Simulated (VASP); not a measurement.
The system is Pt.

```
CELL_PARAMETERS angstrom
0.00000 1.96090 1.96090
1.96090 0.00000 1.96090
1.96090 1.96090 0.00000
ATOMIC_POSITIONS crystal
Pt 0.00000 0.00000 0.00000
```

| Property | Result |
| --- | --- |
| Program | VASP 6.6.1 |
| Task | relaxation of cell and atoms |
| Functional | PBE |
| Potentials or basis | VASP PAW PBE potentials, release 64 (Pt) |
| Cutoff | 350 eV |
| k mesh | 18 × 18 × 18 |
| Occupations | gaussian, width 0.1 eV |
| Spin | no spin polarisation |

At the start: pressure 8.8 GPa; volume 15.08 Å³/atom.

Q: Where does the relaxation end?

A: Over 4 steps the energy falls by 12.9 meV/atom and the volume is 15.57 Å³/atom (+3.2 %); space group Fm-3m (No. 225, to 0.05 Å).

Step by step:
| step | energy change (eV) | largest force (eV/Å) | pressure (GPa) | volume (Å³) |
| --- | --- | --- | --- | --- |
| 1 | 0.0000 | 0.0000 | 8.84 | 15.08 |
| 2 | 0.0701 | 0.0000 | -17.21 | 16.97 |
| 3 | -0.0129 | 0.0000 | -0.26 | 15.58 |
| 4 | -0.0129 | 0.0000 | -0.02 | 15.57 |

Final structure:
```
Pt
1.0
     0.00000    1.98184    1.98184
     1.98184    0.00000    1.98184
     1.98184    1.98184    0.00000
Pt
1
Direct
  0.00000 0.00000 0.00000
```
